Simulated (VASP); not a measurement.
An input for Ansatz (written as the equivalent of a VASP run, and not itself run):

Ansatz 0.2 input:
```yaml
crystal:
  lattice:
    - [0.0000000, 2.3440420, 2.3440420]
    - [2.3440420, 0.0000000, 2.3440420]
    - [2.3440420, 2.3440420, 0.0000000]
  atoms:
    - { symbol: B, position: [0.0000000, 0.0000000, 0.0000000] }
    - { symbol: As, position: [0.2500000, 0.2500000, 0.2500000] }
kpoints:
  mp_grid: { grid: [9, 9, 9] }
hamiltonian:
  xc: pbesol
  pseudopotentials: { kind: paw }
scf:
  occupations: { method: gaussian, width: 0.05 }
  max_iter: 100
relax:
  max_steps: 60
  f_tol: 0.01
  cell: {}
output: { forces: true, stress: true, eigenvalues: true }
```

Problem. Translate this input to VASP (INCAR, KPOINTS, POSCAR, choice of POTCAR).

Solution. Several could match; the one computed here: 
INCAR:
```
ALGO=Normal
EDIFF=1E-6
EDIFFG=-0.01
ENCUT=520
GGA=PS
IBRION=2
ISIF=3
ISMEAR=0
LASPH=.TRUE.
LCHARG=.FALSE.
LMAXMIX=4
LREAL=.FALSE.
LWAVE=.FALSE.
NELM=100
NSW=60
PREC=Accurate
SIGMA=0.05
SYSTEM=BAs
```

POSCAR:
```
BAs
1.0
  0.0000000000   2.3440420000   2.3440420000
  2.3440420000   0.0000000000   2.3440420000
  2.3440420000   2.3440420000   0.0000000000
B As
1 1
Cart
  0.0000000000   0.0000000000   0.0000000000
  1.1720210000   1.1720210000   1.1720210000
```

File KPOINTS:
```
Automatic mesh
0
Gamma
9 9 9
0 0 0
```

POTCAR, in this order: B As (PBE.64 set). Program: vasp_std.

The two are equivalent in intent, not identical: each code has its own PAW files, so the cut-off isn't converted (ENCUT is set for VASP's; basis.ecutwfc is left out, and Ansatz then takes the one that its files recommend); Ansatz stops its SCF on the density residual and VASP on the energy change (EDIFF).

The structure was generated: BAs was put into the zinc blende type (F-43m), which need not be its known phase. This run relaxes it. Symmetry was kept, so distortions that lower it aren't found.
